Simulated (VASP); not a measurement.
# Ba3ZnO4 (Pm-3m) in VASP: relaxation of cell and atoms with PBE

Aim: the relaxation of cell and atoms of Ba3ZnO4 with PBE.

Everything below comes from runs of VASP 6.6.1. Logs are shortened: lines on timing, memory, paths and dates and some standing lists are left out, and cuts for length are marked.

## (1) The cell of the first run

Symmetry: Pm-3m, No. 221, cubic system. The conventional cell has a = 5.091 Å, b = 5.091 Å, c = 5.091 Å, α = 90.00°, β = 90.00°, γ = 90.00°. Around Ba (site symmetry 4/mmm) lie 6 O at 2.55 Å. Around Zn (site symmetry m-3m) lie 6 O at 2.55 Å. Around O (site symmetry 4/mmm) lie 4 Ba at 2.55 Å and 2 Zn at 2.55 Å. O (site symmetry m-3m) is surrounded by 6 Ba at 2.55 Å.

The cell was built by a generator and needn't be a form met in nature.

## (2) Relaxation of cell and atoms, PBE (species swapped into the Mg3MnO4 type (Pm-3m, No. 221))

The input, INCAR:

```
SYSTEM = Ba3ZnO4
  PREC = Accurate
  ENCUT = 600
  EDIFF = 1E-6
  ISMEAR = 0
  SIGMA = 0.1
  LREAL = .FALSE.
  LASPH = .TRUE.
  NELM = 100
  ALGO = Normal
  ISIF = 3
  LWAVE = .FALSE.
  LCHARG = .FALSE.
  GGA = PE
  IBRION = 2
  NSW = 90
  EDIFFG = -0.04
```

The input, KPOINTS:

```
Automatic mesh
0
G
  4 4 4
  0 0 0
```

The input, POSCAR:

```
Ba3ZnO4
1.0
    5.0913288300      0.0000000000      0.0000000000
    0.0000000000      5.0913288300      0.0000000000
    0.0000000000      0.0000000000      5.0913288300
Ba Zn O
3 1 4
Direct
    0.0000000000      0.5000000000      0.5000000000
    0.5000000000      0.0000000000      0.5000000000
    0.5000000000      0.5000000000      0.0000000000
    0.0000000000      0.0000000000      0.0000000000
    0.5000000000      0.0000000000      0.0000000000
    0.5000000000      0.5000000000      0.5000000000
    0.0000000000      0.0000000000      0.5000000000
    0.0000000000      0.5000000000      0.0000000000
```

Potentials or basis: VASP PAW PBE potentials, release 64 (Ba_sv, Zn, O).

Launch:

```sh
> cat potpaw_PBE.64/Ba_sv/POTCAR potpaw_PBE.64/Zn/POTCAR potpaw_PBE.64/O/POTCAR > POTCAR
> mpirun -np 1 vasp_std > vasp.out
```

OUTCAR:

```text
SYSTEM = Ba3ZnO4
   PREC = Accurate
   ENCUT = 600
   EDIFF = 1E-6
   ISMEAR = 0
   LREAL = .FALSE.
   LASPH = .TRUE.
   NELM = 100
   ISIF = 3
   GGA = PE
   IBRION = 2
   NSW = 90
   EDIFFG = -0.04

 ion  position               nearest neighbor table
   1  0.000  0.500  0.500-   6 2.55   7 2.55   8 2.55   8 2.55   7 2.55   6 2.55   3 3.60   4 3.60
                             2 3.60   2 3.60   4 3.60   3 3.60   4 3.60   2 3.60   3 3.60   4 3.60
   2  0.500  0.000  0.500-   5 2.55   6 2.55   7 2.55   5 2.55   6 2.55   7 2.55   3 3.60   4 3.60
                             1 3.60   1 3.60   3 3.60   3 3.60   3 3.60   1 3.60   4 3.60   4 3.60
   3  0.500  0.500  0.000-   5 2.55   6 2.55   8 2.55   6 2.55   5 2.55   8 2.55   1 3.60   2 3.60
                             1 3.60   2 3.60   4 3.60   2 3.60   2 3.60   1 3.60   4 3.60   4 3.60
   4  0.000  0.000  0.000-   1 3.60   2 3.60   3 3.60   1 3.60   2 3.60   1 3.60   3 3.60   1 3.60
                             2 3.60   3 3.60   2 3.60   3 3.60
   5  0.500  0.000  0.000-   2 2.55   3 2.55   2 2.55   3 2.55
   6  0.500  0.500  0.500-   1 2.55   2 2.55   3 2.55   3 2.55   2 2.55   1 2.55
   7  0.000  0.000  0.500-   1 2.55   2 2.55   1 2.55   2 2.55
   8  0.000  0.500  0.000-   1 2.55   3 2.55   1 2.55   3 2.55

  LATTYP: Found a simple cubic cell.
 ALAT       =     5.0913288300

  Lattice vectors:

 A1 = (   5.0913288300,   0.0000000000,   0.0000000000)
 A2 = (   0.0000000000,   5.0913288300,   0.0000000000)
 A3 = (   0.0000000000,   0.0000000000,   5.0913288300)

Analysis of symmetry for initial positions (statically):
=====================================================================
 Subroutine PRICEL returns:
 Original cell was already a primitive cell.

 Routine SETGRP: Setting up the symmetry group for a
 simple cubic supercell.

 Subroutine GETGRP returns: Found 48 space group operations
 (whereof 48 operations were pure point group operations)
 out of a pool of 48 trial point group operations.

The static configuration has the point symmetry O_h .

Analysis of symmetry for dynamics (positions and initial velocities):
=====================================================================
 Subroutine PRICEL returns:
 Original cell was already a primitive cell.

 Routine SETGRP: Setting up the symmetry group for a
 simple cubic supercell.

 Subroutine GETGRP returns: Found 48 space group operations
 (whereof 48 operations were pure point group operations)
 out of a pool of 48 trial point group operations.

The dynamic configuration has the point symmetry O_h .

 Subroutine INISYM returns: Found 48 space group operations
 (whereof 48 operations are pure point group operations),
 and found     1 'primitive' translations

----------------------------------------------------------------------------------------

                                     Primitive cell

  volume of cell :     131.9755

  direct lattice vectors                    reciprocal lattice vectors
     5.091328830  0.000000000  0.000000000     0.196412377  0.000000000  0.000000000
     0.000000000  5.091328830  0.000000000     0.000000000  0.196412377  0.000000000
     0.000000000  0.000000000  5.091328830     0.000000000  0.000000000  0.196412377

  length of vectors
     5.091328830  5.091328830  5.091328830     0.196412377  0.196412377  0.196412377

  position of ions in fractional coordinates (direct lattice)
     0.000000000  0.500000000  0.500000000
     0.500000000  0.000000000  0.500000000
     0.500000000  0.500000000  0.000000000
     0.000000000  0.000000000  0.000000000
     0.500000000  0.000000000  0.000000000
     0.500000000  0.500000000  0.500000000
     0.000000000  0.000000000  0.500000000
     0.000000000  0.500000000  0.000000000

  ion indices of the primitive-cell ions
   primitive index   ion index
                 1           1
                 2           2
                 3           3
                 4           4
                 5           5
                 6           6
                 7           7
                 8           8

----------------------------------------------------------------------------------------

 KPOINTS: Automatic mesh

Automatic generation of k-mesh.
 Grid dimensions read from file:
 generate k-points for:    4    4    4

 Generating k-lattice:

  Cartesian coordinates                     Fractional coordinates (reciprocal lattice)
     0.049103094  0.000000000  0.000000000     0.250000000  0.000000000  0.000000000
     0.000000000  0.049103094  0.000000000     0.000000000  0.250000000  0.000000000
     0.000000000  0.000000000  0.049103094     0.000000000  0.000000000  0.250000000

  Length of vectors
     0.049103094  0.049103094  0.049103094

  Shift w.r.t. Gamma in fractional coordinates (k-lattice)
     0.000000000  0.000000000  0.000000000

 Subroutine IBZKPT returns following result:
 ===========================================

 Found     10 irreducible k-points:

 Following reciprocal coordinates:
            Coordinates               Weight
  0.000000  0.000000  0.000000      1.000000
  0.250000  0.000000  0.000000      6.000000
  0.500000  0.000000  0.000000      3.000000
  0.250000  0.250000  0.000000     12.000000
  0.500000  0.250000  0.000000     12.000000
  0.500000  0.500000  0.000000      3.000000
  0.250000  0.250000  0.250000      8.000000
  0.500000  0.250000  0.250000     12.000000
  0.500000  0.500000  0.250000      6.000000
  0.500000  0.500000  0.500000      1.000000
   k-points           NKPTS =     10   k-points in BZ     NKDIM =     10   number of bands    NBANDS=     39
   number of dos      NEDOS =    301   number of ions     NIONS =      8
   total plane-waves  NPLWV =  74088
   dimension x,y,z NGX =    42 NGY =   42 NGZ =   42
   dimension x,y,z NGXF=    84 NGYF=   84 NGZF=   84
   ions per type =               3   1   4
   NGX,Y,Z   is equivalent  to a cutoff of  13.71, 13.71, 13.71 a.u.
   NGXF,Y,Z  is equivalent  to a cutoff of  27.43, 27.43, 27.43 a.u.
 SYSTEM =  Ba3ZnO4
   PREC   = accura    normal or accurate (medium, high low for compatibility)
   ISTART =      0    job   : 0-new  1-cont  2-samecut
   ICHARG =      2    charge: 1-file 2-atom 10-const
   ISPIN  =      1    spin polarized calculation?
   LNONCOLLINEAR =      F non collinear calculations
   LSORBIT =      F    spin-orbit coupling
   LASPH  =      T    aspherical Exc in radial PAW
   ENCUT  =  600.0 eV  44.10 Ry    6.64 a.u.  10.17 10.17 10.17*2*pi/ulx,y,z
   NELM   =    100;   NELMIN=  2; NELMDL= -5     # of ELM steps
   EDIFF  = 0.1E-05   stopping-criterion for ELM
   LREAL  =      F    real-space projection
   EDIFFG = -.4E-01   stopping-criterion for IOM
   NSW    =     90    number of steps for IOM
   IBRION =      2    ionic relax: 0-MD 1-quasi-New 2-CG
   NFREE  =      1    steps in history (QN), initial steepest desc. (CG)
   ISIF   =      3    stress and relaxation
   ISYM   =      2    0-nonsym 1-usesym 2-fastsym
   POTIM  = 0.5000    time-step for ionic-motion
   TEBEG  =    0.0;   TEEND  =   0.0 temperature during run
   PSTRESS=    0.0 pullay stress
   NELECT =      66.0000    total number of electrons
   NUPDOWN=      -1.0000    fix difference up-down
   EMIN   =  10.00;   EMAX   =-10.00  energy-range for DOS
   EFERMI =   0.00;   METHOD = LEGACY
   ISMEAR =     0;   SIGMA  =   0.10  broadening in eV -4-tet -1-fermi 0-gaus
   EFERMI_NEDOS =   21; number of points for ismear=-14 and -15
   IALGO  =     38    algorithm
   IMIX   =      4    mixing-type and parameters
     AMIX     =   0.40;   BMIX     =  1.00
     AMIX_MAG =   1.60;   BMIX_MAG =  1.00
  volume/ion in A,a.u.               =      16.50       111.33
  Fermi-wavevector in a.u.,A,eV,Ry     =   1.299446  2.455597 22.974262  1.688561
  Thomas-Fermi vector in A             =   2.430710
   LORBIT       =      0    0 simple, 1 ext, 2 COOP (PROOUT), +10 PAW based schemes
   GGA     = PE    functional components
   LHFCALC =     F    Hartree Fock is set to
   AEXX    =    0.0000 exact exchange contribution
   IVDW    =     0    specifies the selected vdW correction
   LEPSILON=     F    determine dielectric tensor
   LRPA    =     F    only Hartree local field effects (RPA)
 conjugate gradient relaxation of ions
 non-spin polarized calculation
 Gauss-broadening in eV      SIGMA  =   0.10
  energy-cutoff  :      600.00
  volume of cell :      131.98
 maximum number of plane-waves:      4436
 NGX is ok and might be reduce to    42
   NGX = 21   NGY = 21   NGZ = 21

--------------------------------------- Ionic step        1  -------------------------------------------

 number of electron      65.9999962 magnetization

 Free energy of the ion-electron system (eV)
  ---------------------------------------------------
  ext. energy  EPLUGINS =         0.00000000
  ---------------------------------------------------
  free energy    TOTEN  =       -40.16939580 eV

  energy without entropy =      -40.15354535  energy(sigma->0) =      -40.16147058

 E-fermi :   2.9452     XC(G=0): -10.5575

 val. band max:        2.9446802872   @ k =   0.2500   0.0000   0.0000
 cond. band min:       2.9600214762   @ k =   0.0000   0.0000   0.0000
 fundamental gap:      0.0153411890
 Fermi energy:         2.9452180493

 k-point     1 :       0.0000    0.0000    0.0000
  band No.  band energies     occupation
      1     -22.8996      2.00000
      2     -22.1981      2.00000
      3     -22.1981      2.00000
      4     -13.6282      2.00000
      5     -13.4980      2.00000
      6     -13.4980      2.00000
[... 900 lines left out ...]
 POSITION                                       TOTAL-FORCE (eV/Angst)
 -----------------------------------------------------------------------------------
     -0.00000      2.82056      2.82056        -0.000000      0.000000      0.000000
      2.82056     -0.00000      2.82056        -0.000000     -0.000000      0.000000
      2.82056      2.82056     -0.00000         0.000000      0.000000      0.000000
      0.00000      0.00000      0.00000         0.000000      0.000000      0.000000
      2.82056     -0.00000     -0.00000        -0.000000      0.000000      0.000000
      2.82056      2.82056      2.82056        -0.000000     -0.000000      0.000000
     -0.00000     -0.00000      2.82056        -0.000000     -0.000000      0.000000
     -0.00000      2.82056     -0.00000        -0.000000      0.000000      0.000000
 -----------------------------------------------------------------------------------
    total drift:                                0.000000      0.000000     -0.000000

  FREE ENERGIE OF THE ION-ELECTRON SYSTEM (eV)
  ---------------------------------------------------
  free  energy   TOTEN  =       -41.3856611737 eV

  energy  without entropy=      -41.3757753955  energy(sigma->0) =      -41.38071828

--------------------------------------- Ionic step        3  -------------------------------------------

 number of electron      65.9999990 magnetization

 Free energy of the ion-electron system (eV)
  ---------------------------------------------------
  ext. energy  EPLUGINS =         0.00000000
  ---------------------------------------------------
  free energy    TOTEN  =       -41.78433320 eV

  energy without entropy =      -41.77277738  energy(sigma->0) =      -41.77855529

 E-fermi :   1.4174     XC(G=0):  -9.6155

 val. band max:        1.3822216394   @ k =   0.0000   0.0000   0.0000
 cond. band min:       1.4768390865   @ k =   0.2500   0.0000   0.0000
 fundamental gap:      0.0946174471
 Fermi energy:         1.4173884240

 k-point     1 :       0.0000    0.0000    0.0000
  band No.  band energies     occupation
      1     -24.2175      2.00000
      2     -23.9039      2.00000
      3     -23.9039      2.00000
      4     -14.2150      2.00000
      5     -14.1716      2.00000
      6     -14.1716      2.00000
[... 422 lines left out ...]
 VOLUME and BASIS-vectors are now :
 -----------------------------------------------------------------------------
  energy-cutoff  :      600.00
  volume of cell :      160.41
      direct lattice vectors                 reciprocal lattice vectors
     5.433442724 -0.000000000 -0.000000000     0.184045374  0.000000000  0.000000000
    -0.000000000  5.433442724 -0.000000000     0.000000000  0.184045374  0.000000000
    -0.000000000 -0.000000000  5.433442724     0.000000000  0.000000000  0.184045374

 POSITION                                       TOTAL-FORCE (eV/Angst)
 -----------------------------------------------------------------------------------
     -0.00000      2.71672      2.71672         0.000000      0.000000      0.000000
      2.71672     -0.00000      2.71672         0.000000     -0.000000      0.000000
      2.71672      2.71672     -0.00000         0.000000      0.000000      0.000000
      0.00000      0.00000      0.00000         0.000000      0.000000      0.000000
      2.71672     -0.00000     -0.00000         0.000000      0.000000      0.000000
      2.71672      2.71672      2.71672        -0.000000     -0.000000      0.000000
     -0.00000     -0.00000      2.71672        -0.000000     -0.000000      0.000000
     -0.00000      2.71672     -0.00000         0.000000      0.000000      0.000000
 -----------------------------------------------------------------------------------
    total drift:                                0.000000      0.000000     -0.000000

  FREE ENERGIE OF THE ION-ELECTRON SYSTEM (eV)
  ---------------------------------------------------
  free  energy   TOTEN  =       -41.7843332033 eV

  energy  without entropy=      -41.7727773776  energy(sigma->0) =      -41.77855529

 reached required accuracy - stopping structural energy minimisation
```

It took 3 min on 1 thread of Intel Xeon Platinum 8259CL at 2.50GHz (Skylake/Cascade Lake), shared host; peak memory 0.3 GiB.

What came out:

| Item | Value |
| --- | --- |
| Free energy | -41.7843 eV |
| Relaxed volume | 20.05 Å³/atom |
| Relaxed cell | a = 5.433 Å, b = 5.433 Å, c = 5.433 Å, α = 90.00°, β = 90.00°, γ = 90.00° |
| Space group after relaxing (to 0.05 Å) | Pm-3m (No. 221) |
| Energy gained by relaxing | 201.9 meV/atom |
| Ionic steps | 3 |
| Pressure after relaxing | 0.1 GPa |
| Band gap on the k mesh | none (metal or under the smearing width) |

Step by step:
```csv
step,energy change (eV),largest force (eV/Å),pressure (GPa),volume (Å³)
1,0.0000,0.0000,21.74,131.98
2,-1.2163,0.0000,-6.12,179.51
3,-1.6149,0.0000,0.08,160.41
```

Final structure:
```
CELL_PARAMETERS angstrom
5.43344 0.00000 0.00000
0.00000 5.43344 0.00000
0.00000 0.00000 5.43344
ATOMIC_POSITIONS crystal
Ba 0.00000 0.50000 0.50000
Ba 0.50000 0.00000 0.50000
Ba 0.50000 0.50000 0.00000
Zn 0.00000 0.00000 0.00000
O 0.50000 0.00000 0.00000
O 0.50000 0.50000 0.50000
O 0.00000 0.00000 0.50000
O 0.00000 0.50000 0.00000
```

Caveat: the volume moved by over 15 % at a fixed basis, so the end points are rough. The run has no spin-orbit coupling, so splittings on Ba are missing.
